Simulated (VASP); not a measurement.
Output of a VASP run:

**OUTCAR**
```
 ion  position               nearest neighbor table
   1  0.155  0.845  0.919-   4 2.53   2 2.75   2 2.75   3 2.78   3 2.78   4 2.84   4 2.84
   2  0.345  0.655  0.419-   3 2.53   1 2.75   1 2.75   4 2.78   4 2.78   3 2.84   3 2.84
   3  0.655  0.345  0.581-   2 2.53   4 2.75   4 2.75   1 2.78   1 2.78   2 2.84   2 2.84
   4  0.845  0.155  0.081-   1 2.53   3 2.75   3 2.75   2 2.78   2 2.78   1 2.84   1 2.84
  LATTYP: Found a base centered orthorhombic cell.
 ALAT       =     4.6104000000
 B/A-ratio  =     1.6946902655
 C/A-ratio  =     1.0022123894
 Subroutine PRICEL returns:
 Original cell was already a primitive cell.
 Subroutine GETGRP returns: Found  8 space group operations
The static configuration has the point symmetry C_2h.
 The point group associated with its full space group is D_2h.
The dynamic configuration has the point symmetry C_2h.
 Subroutine INISYM returns: Found  8 space group operations
 Subroutine IBZKPT returns following result:
 Found     39 irreducible k-points:

 Following reciprocal coordinates:
            Coordinates               Weight
  0.000000  0.000000  0.000000      1.000000
  0.166667  0.000000  0.000000      4.000000
  0.333333  0.000000  0.000000      4.000000
  0.500000  0.000000  0.000000      2.000000
  0.166667  0.166667  0.000000      2.000000
  0.333333  0.166667  0.000000      4.000000
  0.500000  0.166667  0.000000      4.000000
 -0.333333  0.166667  0.000000      4.000000
 -0.166667  0.166667  0.000000      2.000000
  0.333333  0.333333  0.000000      2.000000
  0.500000  0.333333  0.000000      4.000000
 -0.333333  0.333333  0.000000      2.000000
  0.500000  0.500000  0.000000      1.000000
  0.000000  0.000000  0.200000      2.000000
  0.166667  0.000000  0.200000      8.000000
  0.333333  0.000000  0.200000      8.000000
  0.500000  0.000000  0.200000      4.000000
  0.166667  0.166667  0.200000      4.000000
  0.333333  0.166667  0.200000      8.000000
  0.500000  0.166667  0.200000      8.000000
 -0.333333  0.166667  0.200000      8.000000
 -0.166667  0.166667  0.200000      4.000000
  0.333333  0.333333  0.200000      4.000000
  0.500000  0.333333  0.200000      8.000000
 -0.333333  0.333333  0.200000      4.000000
  0.500000  0.500000  0.200000      2.000000
  0.000000  0.000000  0.400000      2.000000
  0.166667  0.000000  0.400000      8.000000
  0.333333  0.000000  0.400000      8.000000
  0.500000  0.000000  0.400000      4.000000
  0.166667  0.166667  0.400000      4.000000
  0.333333  0.166667  0.400000      8.000000
  0.500000  0.166667  0.400000      8.000000
 -0.333333  0.166667  0.400000      8.000000
 -0.166667  0.166667  0.400000      4.000000
  0.333333  0.333333  0.400000      4.000000
  0.500000  0.333333  0.400000      8.000000
 -0.333333  0.333333  0.400000      4.000000
  0.500000  0.500000  0.400000      2.000000
   k-points           NKPTS =     39   k-points in BZ     NKDIM =     39   number of bands    NBANDS=     31
   number of dos      NEDOS =    301   number of ions     NIONS =      4
   total plane-waves  NPLWV =  27000
   dimension x,y,z NGX =    30 NGY =   30 NGZ =   30
   dimension x,y,z NGXF=    60 NGYF=   60 NGZF=   60
   ions per type =               4
   PREC   = accura    normal or accurate (medium, high low for compatibility)
   ISTART =      0    job   : 0-new  1-cont  2-samecut
   ICHARG =      2    charge: 1-file 2-atom 10-const
   ISPIN  =      1    spin polarized calculation?
   LNONCOLLINEAR =      F non collinear calculations
   LSORBIT =      F    spin-orbit coupling
   INIWAV =      1    electr: 0-lowe 1-rand  2-diag
   ENCUT  =  400.0 eV  29.40 Ry    5.42 a.u.   7.40  7.40  7.54*2*pi/ulx,y,z
   NELM   =    100;   NELMIN=  2; NELMDL= -5     # of ELM steps
   EDIFF  = 0.1E-05   stopping-criterion for ELM
   LREAL  =      F    real-space projection
   NLSPLINE    = F    spline interpolate recip. space projectors
   LMAXMIX     =    4 max onsite mixed and CHGCAR
   VOSKOWN=      0    Vosko Wilk Nusair interpolation
...
```

**OSZICAR**
```
       N       E                     dE             d eps       ncg     rms          rms(c)
DAV:   1     0.323929330532E+03    0.32393E+03   -0.22835E+04  2418   0.267E+03
DAV:   2     0.243893883234E+02   -0.29954E+03   -0.29519E+03  2537   0.506E+02
DAV:   3    -0.107258991424E+02   -0.35115E+02   -0.34738E+02  2754   0.140E+02
DAV:   4    -0.116805967249E+02   -0.95470E+00   -0.95186E+00  2750   0.274E+01
DAV:   5    -0.117016632238E+02   -0.21066E-01   -0.21054E-01  2816   0.403E+00    0.233E+00
DAV:   6    -0.116332052773E+02    0.68458E-01   -0.19148E-01  2918   0.598E+00    0.130E+00
DAV:   7    -0.116209764764E+02    0.12229E-01   -0.57385E-02  3205   0.265E+00    0.295E-01
DAV:   8    -0.116202077211E+02    0.76876E-03   -0.13857E-02  2712   0.136E+00    0.469E-02
DAV:   9    -0.116203641120E+02   -0.15639E-03   -0.10341E-03  2719   0.355E-01    0.250E-02
DAV:  10    -0.116203771965E+02   -0.13085E-04   -0.23226E-04  2861   0.172E-01    0.578E-03
DAV:  11    -0.116203784186E+02   -0.12221E-05   -0.39366E-05  2770   0.762E-02    0.445E-03
DAV:  12    -0.116203782102E+02    0.20845E-06   -0.97427E-06  2745   0.360E-02
   1 F= -.11620378E+02 E0= -.11619991E+02  d E =-.116287E-02
```

OUTCAR:
```
------------------------ aborting loop because EDIFF is reached ----------------------------------------
  FORCE on cell =-STRESS in cart. coord.  units (eV):
  Direction    XX          YY          ZZ          XY          YZ          ZX
  --------------------------------------------------------------------------------------
  Total       -0.4604987     -0.7985077     -0.9624549      0.0000000      0.0000000      0.0000000
  in kB       -8.8654964    -15.3728282    -18.5291304      0.0000000      0.0000000      0.0000000
  external PRESSURE =     -14.2558183 kB  Pullay stress =       0.0000000 kB
  volume of cell :       83.22
      direct lattice vectors                 reciprocal lattice vectors
     2.305200000 -3.906600000  0.000000000     0.216900920 -0.127988532  0.000000000
     2.305200000  3.906600000  0.000000000     0.216900920  0.127988532  0.000000000
     0.000000000  0.000000000  4.620600000     0.000000000  0.000000000  0.216422110
 POSITION                                       TOTAL-FORCE (eV/Angst)
 -----------------------------------------------------------------------------------
      2.30520      2.69634      4.24633         0.000000     -0.092124     -0.011065
      2.30520      1.21026      1.93603         0.000000      0.092124     -0.011065
      2.30520     -1.21026      2.68457         0.000000     -0.092124      0.011065
      2.30520     -2.69634      0.37427         0.000000      0.092124      0.011065
 -----------------------------------------------------------------------------------
    total drift:                                0.000000     -0.000000      0.000000
  FREE ENERGIE OF THE ION-ELECTRON SYSTEM (eV)
  ---------------------------------------------------
  free  energy   TOTEN  =       -11.6203782102 eV

  energy  without entropy=      -11.6192153414  energy(sigma->0) =      -11.61999059
```
(Selected blocks of OUTCAR.)

POSCAR:
```
Ga
1
    2.3052000000    -3.9066000000    -0.0000000000
    2.3052000000     3.9066000000     0.0000000000
    0.0000000000     0.0000000000     4.6206000000
Ga
4
Direct
  0.1549000000   0.8451000000   0.9190000000
  0.3451000000   0.6549000000   0.4190000000
  0.6549000000   0.3451000000   0.5810000000
  0.8451000000   0.1549000000   0.0810000000
```

**Question.** Write an INCAR and KPOINTS that could have produced this output.

**Answer.** One answer among several that fit: the input of the run itself, PBE GGA, plane waves, VASP's PBE PAW potentials (set 64).

**INCAR**
```
ALGO  =  Normal
EDIFF  =  1E-6
ENCUT  =  400
GGA  =  PE
ISIF  =  2
ISMEAR  =  1
LASPH  =  T
LCHARG  =  F
LMAXMIX  =  4
LREAL  =  F
LWAVE  =  F
NELM  =  100
PREC  =  Accurate
SIGMA  =  0.1
SYSTEM  =  Ga
```

File KPOINTS:
```
Regular mesh
0
Gamma
 6 6 5
```

POTCAR, in this order: Ga_d (PBE.64 set). Program: vasp_std.

The compound is Ga in the alpha structure. The cell was not relaxed at this level.
